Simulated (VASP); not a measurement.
Runs of VASP 6.6.1 on Sn. The cell holds a slab with vacuum, 8 atoms: a = 4.590 Å, b = 4.590 Å, c = 26.360 Å, α = 90.00°, β = 90.00°, γ = 90.00°. 

```csv
level,potentials or basis,gap on the mesh (eV),largest force (eV/Å),work function (eV)
PBEsol,"VASP PAW PBE potentials, release 64 (Sn_d)",none,0.25,(b)
PBE,"VASP PAW PBE potentials, release 64 (Sn_d)",none,0.52,(c)
revPBE,"VASP PAW PBE potentials, release 64 (Sn_d)",none,0.65,4.54
RPBE,"VASP PAW PBE potentials, release 64 (Sn_d)",none,0.70,4.54
BLYP,"VASP PAW PBE potentials, release 64 (Sn_d)",none,0.83,(a)
LDA,"VASP PAW LDA potentials, release 64 (Sn_d)",none,0.10,4.86
```

Alike in all rows: task work function; no spin polarisation; cell as given; k mesh 5 × 5 × 1; cutoff (eV) 520; smearing fermi-dirac 0.05 eV.

**Question.** Fill in the values left out.

**Answer.** (a) 4.41; (b) 4.68; (c) 4.63.

Caveats: the PAW data sets were made with another functional, which shifts forces and pressure a little (some runs).

A k mesh can miss the band edges, and the runs leave out spin-orbit coupling on Sn.

A gap of «none» marks a metal or a gap under the smearing width.
